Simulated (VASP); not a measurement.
Output of a VASP run:

OUTCAR:
```
 ion  position               nearest neighbor table
   1  0.000  0.000  0.000-
  LATTYP: Found a body centered cubic cell.
 ALAT       =     3.2954116364
 Subroutine PRICEL returns:
 Original cell was already a primitive cell.
 Subroutine GETGRP returns: Found 48 space group operations
The static configuration has the point symmetry O_h .
The dynamic configuration has the point symmetry O_h .
 Subroutine INISYM returns: Found 48 space group operations
 Subroutine IBZKPT returns following result:
 Found    165 irreducible k-points:

 Following reciprocal coordinates:
            Coordinates               Weight
  0.000000  0.000000  0.000000      1.000000
  0.058824  0.000000  0.000000     12.000000
  0.117647  0.000000  0.000000     12.000000
  0.176471  0.000000  0.000000     12.000000
  0.235294  0.000000  0.000000     12.000000
  0.294118  0.000000  0.000000     12.000000
  0.352941  0.000000  0.000000     12.000000
  0.411765  0.000000  0.000000     12.000000
  0.470588  0.000000  0.000000     12.000000
  0.058824  0.058824  0.000000     24.000000
  0.117647  0.058824  0.000000     48.000000
  0.176471  0.058824  0.000000     48.000000
  0.235294  0.058824  0.000000     48.000000
  0.294118  0.058824  0.000000     48.000000
  0.352941  0.058824  0.000000     48.000000
  0.411765  0.058824  0.000000     48.000000
  0.470588  0.058824  0.000000     24.000000
  0.117647  0.117647  0.000000     24.000000
  0.176471  0.117647  0.000000     48.000000
  0.235294  0.117647 -0.000000     48.000000
  0.294118  0.117647  0.000000     48.000000
  0.352941  0.117647  0.000000     48.000000
  0.411765  0.117647  0.000000     48.000000
  0.176471  0.176471  0.000000     24.000000
  0.235294  0.176471  0.000000     48.000000
  0.294118  0.176471 -0.000000     48.000000
  0.352941  0.176471  0.000000     48.000000
  0.411765  0.176471  0.000000     24.000000
  0.235294  0.235294  0.000000     24.000000
  0.294118  0.235294  0.000000     48.000000
  0.352941  0.235294  0.000000     48.000000
  0.294118  0.294118  0.000000     24.000000
  0.352941  0.294118 -0.000000     24.000000
  0.058824  0.058824  0.058824      8.000000
  0.117647  0.058824  0.058824     24.000000
  0.176471  0.058824  0.058824     24.000000
  0.235294  0.058824  0.058824     24.000000
  0.294118  0.058824  0.058824     24.000000
  0.352941  0.058824  0.058824     24.000000
  0.411765  0.058824  0.058824     24.000000
   k-points           NKPTS =    165   k-points in BZ     NKDIM =    165   number of bands    NBANDS=     10
   number of dos      NEDOS =    601   number of ions     NIONS =      1
   total plane-waves  NPLWV =  13824
   dimension x,y,z NGX =    24 NGY =   24 NGZ =   24
   dimension x,y,z NGXF=    48 NGYF=   48 NGZF=   48
   ions per type =               1
   PREC   = accura    normal or accurate (medium, high low for compatibility)
   ISTART =      0    job   : 0-new  1-cont  2-samecut
   ICHARG =      2    charge: 1-file 2-atom 10-const
   ISPIN  =      1    spin polarized calculation?
   LNONCOLLINEAR =      F non collinear calculations
   LSORBIT =      F    spin-orbit coupling
   INIWAV =      1    electr: 0-lowe 1-rand  2-diag
   ENCUT  =  520.0 eV  38.22 Ry    6.18 a.u.   5.31  5.31  5.31*2*pi/ulx,y,z
   NELM   =    100;   NELMIN=  2; NELMDL= -5     # of ELM steps
   EDIFF  = 0.1E-06   stopping-criterion for ELM
   LREAL  =      F    real-space projection
   NLSPLINE    = F    spline interpolate recip. space projectors
   LMAXMIX     =    4 max onsite mixed and CHGCAR
   VOSKOWN=      0    Vosko Wilk Nusair interpolation
   EDIFFG = 0.1E-05   stopping-criterion for IOM
   NSW    =      0    number of steps for IOM
   NBLOCK =      1;   KBLOCK =      1    inner block; outer block
   IBRION =     -1    ionic relax: 0-MD 1-quasi-New 2-CG
   NFREE  =      0    steps in history (QN), initial steepest desc. (CG)
...
```

**OSZICAR**
```
       N       E                     dE             d eps       ncg     rms          rms(c)
DAV:   1     0.923948157414E+02    0.92395E+02   -0.76356E+03  3324   0.132E+03
DAV:   2    -0.339491601732E+02   -0.12634E+03   -0.12353E+03  3518   0.462E+02
DAV:   3    -0.399493695823E+02   -0.60002E+01   -0.57843E+01  5276   0.830E+01
DAV:   4    -0.402724463642E+02   -0.32308E+00   -0.31784E+00  4658   0.167E+01
DAV:   5    -0.402876705304E+02   -0.15224E-01   -0.15148E-01  5342   0.271E+00    0.117E+01
DAV:   6    -0.311673612602E+02    0.91203E+01   -0.24730E+00  5214   0.238E+01    0.525E+00
DAV:   7    -0.331091347490E+02   -0.19418E+01   -0.82397E+00  3876   0.229E+01    0.289E+00
DAV:   8    -0.332403018399E+02   -0.13117E+00   -0.66998E-01  3814   0.115E+01    0.223E+00
DAV:   9    -0.331602934622E+02    0.80008E-01   -0.45924E-01  4860   0.924E+00    0.201E+00
DAV:  10    -0.332435764845E+02   -0.83283E-01   -0.53957E-01  4972   0.862E+00    0.871E-01
DAV:  11    -0.332489033185E+02   -0.53268E-02   -0.47188E-01  5146   0.870E+00    0.862E-01
DAV:  12    -0.332439783030E+02    0.49250E-02   -0.22672E-01  4368   0.721E+00    0.945E-02
DAV:  13    -0.332412223221E+02    0.27560E-02   -0.50950E-02  3820   0.282E+00    0.793E-02
DAV:  14    -0.332380805816E+02    0.31417E-02   -0.14406E-02  3372   0.163E+00    0.884E-02
DAV:  15    -0.332375963525E+02    0.48423E-03   -0.17185E-03  3640   0.529E-01    0.157E-02
DAV:  16    -0.332376056408E+02   -0.92883E-05   -0.20296E-04  4244   0.199E-01    0.175E-02
DAV:  17    -0.332376601193E+02   -0.54478E-04   -0.14359E-04  3390   0.171E-01    0.140E-02
DAV:  18    -0.332376260075E+02    0.34112E-04   -0.53458E-05  3392   0.109E-01    0.979E-03
DAV:  19    -0.332376277420E+02   -0.17345E-05   -0.34922E-06  3692   0.272E-02    0.365E-03
DAV:  20    -0.332376120661E+02    0.15676E-04   -0.11495E-05  3384   0.481E-02    0.159E-03
DAV:  21    -0.332376140887E+02   -0.20226E-05   -0.75495E-07  3506   0.145E-02    0.164E-03
DAV:  22    -0.332376134360E+02    0.65273E-06   -0.15058E-07  3162   0.529E-03    0.144E-03
DAV:  23    -0.332376119517E+02    0.14842E-05   -0.13144E-06  3374   0.151E-02    0.722E-04
DAV:  24    -0.332376122831E+02   -0.33140E-06   -0.14123E-07  3086   0.589E-03    0.290E-04
DAV:  25    -0.332376121566E+02    0.12656E-06   -0.18012E-08  1772   0.189E-03    0.226E-04
DAV:  26    -0.332376121982E+02   -0.41653E-07   -0.56797E-09  1760   0.122E-03
   1 F= -.33237612E+02 E0= -.33237612E+02  d E =0.000000E+00
       N       E                     dE             ncg
```

**OUTCAR**
```
------------------------ aborting loop because EDIFF is reached ----------------------------------------
  FORCE on cell =-STRESS in cart. coord.  units (eV):
  Direction    XX          YY          ZZ          XY          YZ          ZX
  --------------------------------------------------------------------------------------
  Total       -0.0590046     -0.0590046     -0.0590046      0.0000000      0.0000000     -0.0000000
  in kB       -5.2832034     -5.2832034     -5.2832034      0.0000000      0.0000000     -0.0000000
  external PRESSURE =      -5.2832034 kB  Pullay stress =       0.0000000 kB
  volume of cell :       17.89
      direct lattice vectors                 reciprocal lattice vectors
    -1.647705818  1.647705818  1.647705818     0.000000000  0.303452227  0.303452227
     1.647705818 -1.647705818  1.647705818     0.303452227  0.000000000  0.303452227
     1.647705818  1.647705818 -1.647705818     0.303452227  0.303452227  0.000000000
 POSITION                                       TOTAL-FORCE (eV/Angst)
 -----------------------------------------------------------------------------------
      0.00000      0.00000      0.00000         0.000000     -0.000000      0.000000
 -----------------------------------------------------------------------------------
    total drift:                               -0.000000      0.000000      0.000000
  FREE ENERGIE OF THE ION-ELECTRON SYSTEM (eV)
  ---------------------------------------------------
  free  energy   TOTEN  =       -33.2376121982 eV

  energy  without entropy=      -33.2376121982  energy(sigma->0) =      -33.23761220

 total charge

# of ion       s       p       d       tot
------------------------------------------
    1        2.226   5.999   2.478  10.703
```
(Selected blocks of OUTCAR.)

**POSCAR**
```
Nb
1
   -1.6477058182     1.6477058182     1.6477058182
    1.6477058182    -1.6477058182     1.6477058182
    1.6477058182     1.6477058182    -1.6477058182
Nb
1
Direct
  0.0000000000   0.0000000000   0.0000000000
```

Problem. Write an INCAR and KPOINTS that could have produced this output.

Solution. This is not unique; one that fits is the input of the run itself, SCAN meta-GGA, plane waves, VASP's PBE PAW potentials (set 64).

### KPOINTS_OPT
```
k-points along high-symmetry lines
10
Line-mode
Reciprocal
  0.000000   0.000000   0.000000 ! GAMMA
  0.500000  -0.500000   0.500000 ! H

  0.500000  -0.500000   0.500000 ! H
  0.000000  -0.000000   0.500000 ! N

  0.000000  -0.000000   0.500000 ! N
  0.000000   0.000000   0.000000 ! GAMMA

  0.000000   0.000000   0.000000 ! GAMMA
  0.250000   0.250000   0.250000 ! P

  0.250000   0.250000   0.250000 ! P
  0.500000  -0.500000   0.500000 ! H

  0.250000   0.250000   0.250000 ! P
  0.000000  -0.000000   0.500000 ! N
```

**INCAR**
```
SYSTEM = Nb
PREC = Accurate
ENCUT = 520
EDIFF = 1E-7
NELM = 100
ALGO = Normal
LREAL = .FALSE.
LASPH = .TRUE.
ISMEAR = -5
METAGGA = SCAN
LMIXTAU = .TRUE.
LMAXMIX = 4
LWAVE = .FALSE.
LCHARG = .FALSE.
LORBIT = 11
NEDOS = 601
ISIF = 2
```

KPOINTS:
```
Automatic mesh
0
Gamma
17 17 17
0 0 0
```

POTCAR, in this order: Nb_sv (PBE.64 set). Program: vasp_std.

For a metal the tetrahedron method with Blöchl corrections gives inexact stress and forces.

The compound is Nb in the bcc structure. It was relaxed first.
